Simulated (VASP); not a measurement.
A convergence study with VASP on CaF2 (fluorite): one setting is varied, all else stays as given below, so the limit is that of these other settings. Each run relaxes cell and ions from the cell shown.

```yaml
crystal:
  lattice:
    - [0.00000, 2.73000, 2.73000]
    - [2.73000, 0.00000, 2.73000]
    - [2.73000, 2.73000, 0.00000]
  atoms:
    - { symbol: Ca, position: [0.00000, 0.00000, 0.00000] }
    - { symbol: F, position: [0.25000, 0.25000, 0.25000] }
    - { symbol: F, position: [0.75000, 0.75000, 0.75000] }
```

The numbers are results of PBE GGA, VASP's PBE PAW potentials (set 64) (plane waves; VASP), not measurements. The tightest run used: 700 eV cut-off, 11×11×11 Γ-centred mesh, Gaussian smearing of 0.050 eV, potentials Ca_sv F.

Gaps are read on the run's mesh, which can miss a band edge.

| setting | relaxed volume (Å³/atom) | E (eV/atom) | gap on the mesh (eV) | irreducible k-points |
|---|---|---|---|---|
| 2×2×2 mesh | 14.015 | -5.7703 | 7.082 | 3 |
| 3×3×3 mesh | 13.953 | -5.7816 | 7.274 | 4 |
| 4×4×4 mesh | 13.953 | -5.7823 | 7.123 | 8 |

Task: These are the cheaper rows. Estimate the results at 11×11×11 mesh, and how far the last row shown lies from them.

Result: 
```
quantity                  tightest run  last row shown is off by
------------------------  ------------  ------------------------
relaxed volume (Å³/atom)        13.953                     0.000
E (eV/atom)                    -5.7822                   -0.0001
gap on the mesh (eV)             7.134                    -0.011
```

Left out are rungs that failed or repeat a setting and relaxations that didn't move; long series are thinned to 24 rows.

The compound is CaF2 in the fluorite structure.
